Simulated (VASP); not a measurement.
# MgTe: band gap against strain

MgTe (wurtzite, P6_3mc, 34.470 Å³/atom and stress up to 0.03 GPa in the relaxed cell, c along z) under an equal strain ε along x and y, with z held. PBE in VASP (plane waves, PAW), 480 eV, 12×12×4 Γ-centred mesh, Gaussian smearing 0.05 eV; ions are relaxed, or left where forces stay under 0.02 eV/Å, within the symmetry of each cell. Gaps are the smallest on the run's k-mesh, which can miss an edge that lies off it, without spin-orbit coupling; in all rows the valence edge lies at Γ and the conduction edge at Γ.

Here s stands for strain and Eg for gap.

```csv
strain (%),gap (eV)
0.00,2.361
0.50,2.301
1.00,2.240
1.50,2.181
3.00,?
```

The 4 complete rows are fitted with a straight line, Eg against s. Means: s 0.75000, Eg 2.2708. About the means, the sum of products is -0.15025 and the sum of squares of s is 1.2500; the slope is their ratio. Least squares gives Eg = 2.3609 - 0.12020·s. Residuals (row less fit): 0.0001, 0.0002, -0.0007, 0.0004; standard error 0.0006 (degrees of freedom: 2). Over these rows the gap moves by -12.02 ± 0.05 eV per unit strain.

Estimate the missing Eg (s = 3.00); what did the run itself give?

Eg = 2.3609 - 0.12020 × 3.0 = 2.0003 eV. The calculation gives 2.012 eV, 0.0117 eV above the prediction (3.4 % of the range of Eg in the table). The row lies outside the fitted rows, so this is an extrapolation. The scatter of the fitted rows lies at the last printed digit.

A polynomial of degree 2 through the 6 other runs of the series gives 2.011 there, so most of the miss is curvature that the fit leaves out. Spin-orbit coupling is left out, which can shift this property for MgTe. Rows are the converged runs of the series near zero and its far end, less any whose ions stayed unrelaxed beside relaxed ones; series whose fitted rows scatter by over a few per cent of the range, as at a crossing or softening among them, aren't shown in this form. Most that stay on the fit to the last digits aren't either.
